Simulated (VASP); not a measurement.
A convergence study with VASP on Fe (bcc): one setting is varied, all else stays as given below, so the limit is that of these other settings. The cell's lengths are 1 % over those of the tabulated start, so it is off equilibrium.

```
Fe
1.0
   -1.44935     1.44935     1.44935
    1.44935    -1.44935     1.44935
    1.44935     1.44935    -1.44935
Fe
1
Direct
  0.00000   0.00000   0.00000
```
Starting moments (μB, in the order of the record's atoms Fe): 2.5.

Method: PBE GGA, VASP's PBE PAW potentials (set 64) (plane waves; VASP 6.6.1). The tightest run used: 1000 eV cut-off, 20×20×20 Γ-centred mesh, first-order Methfessel-Paxton smearing of 0.10 eV, potentials Fe.

```
setting      E (eV/atom)  pressure (GPa)  moment (μB)  plane waves
-----------  -----------  --------------  -----------  -----------
ENCUT = 150      -3.0915         -572.52        1.683           56
ENCUT = 200      -7.6714         -113.69        2.350           92
ENCUT = 250      -8.1859          -21.78        2.317          116
ENCUT = 300      -8.2197          -11.52        2.305          152
ENCUT = 350      -8.2159          -11.63        2.305          192
```

Task: These are the cheaper rows. Estimate the results at ENCUT = 1000, and how far the last row shown lies from them.

Result: 
```
quantity        tightest run  last row shown is off by
--------------  ------------  ------------------------
E (eV/atom)          -8.2114                   -0.0045
pressure (GPa)        -11.19                     -0.44
moment (μB)            2.306                    -0.001
```

Left out are rungs that failed or repeat a setting and relaxations that didn't move; long series are thinned to 24 rows.

The compound is Fe in the bcc structure. The cell was not relaxed at this level. The spin order is the one that the start imposed; others were not tried in this run.
